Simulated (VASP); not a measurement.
The system is Mg2CdO3.

```xyz
6
Lattice="3.8542 0.0000 0.0000 0.0000 3.8542 0.0000 0.0000 0.0000 6.3124" Properties=species:S:1:pos:R:3 pbc="T T T"
Mg    1.9271    1.9271    1.9923
Mg    1.9271    1.9271    4.3201
Cd    0.0000    0.0000    0.0000
O     1.9271    1.9271    0.0000
O     0.0000    1.9271    3.3392
O     1.9271    0.0000    2.9732
```

The cell was built by a generator and needn't be a form met in nature.

```yaml
Program: VASP 6.6.1
Task: relaxation of cell and atoms
Functional: PBE
Potentials_or_basis: VASP PAW PBE potentials, release 64 (Mg, Cd, O)
Cutoff: 520 eV
k_mesh: 4 × 4 × 2
Occupations: gaussian, width 0.15 eV
Spin: no spin polarisation
```

At the start: pressure -9.7 GPa; volume 15.63 Å³/atom.

Q: How do energy, volume and symmetry change on relaxing?

A: Over 10 steps the energy falls by 95.0 meV/atom and the volume is 13.37 Å³/atom (-14.4 %); space group P-4m2 (No. 115, to 0.05 Å).

Step by step:
| step | energy change (eV) | largest force (eV/Å) | pressure (GPa) | volume (Å³) |
| --- | --- | --- | --- | --- |
| 1 | 0.0000 | 0.2306 | -9.75 | 93.77 |
| 2 | -0.5380 | 0.4613 | -1.30 | 81.41 |
| 3 | -0.5428 | 0.5608 | 1.08 | 79.73 |
| 4 | -0.5437 | 0.5347 | 0.56 | 80.15 |
| 5 | -0.5681 | 0.1050 | 0.62 | 80.00 |
| 6 | -0.5681 | 0.1366 | 0.61 | 80.00 |
| 7 | -0.5711 | 0.0854 | -0.05 | 80.58 |
| 8 | -0.5711 | 0.0832 | -0.02 | 80.51 |
| 9 | -0.5711 | 0.0876 | -0.04 | 80.48 |
| 10 | -0.5703 | 0.0776 | 0.38 | 80.24 |

Final structure:
```cif
data_structure
_symmetry_space_group_name_H-M 'P 1'
_symmetry_Int_Tables_number 1
_cell_length_a 3.5852
_cell_length_b 3.5852
_cell_length_c 6.2425
_cell_angle_alpha 90.000
_cell_angle_beta 90.000
_cell_angle_gamma 90.000
_cell_volume 80.24
loop_
_atom_site_label
_atom_site_type_symbol
_atom_site_fract_x
_atom_site_fract_y
_atom_site_fract_z
_atom_site_occupancy
Mg1 Mg 0.50000 0.50000 0.31771 1
Mg2 Mg 0.50000 0.50000 0.68229 1
Cd1 Cd 0.00000 0.00000 0.00000 1
O1 O 0.50000 0.50000 0.00000 1
O2 O 0.00000 0.50000 0.53124 1
O3 O 0.50000 0.00000 0.46876 1
```

Caveat: the k mesh is coarse (spacing up to 0.50 Å⁻¹), so the values aren't converged.
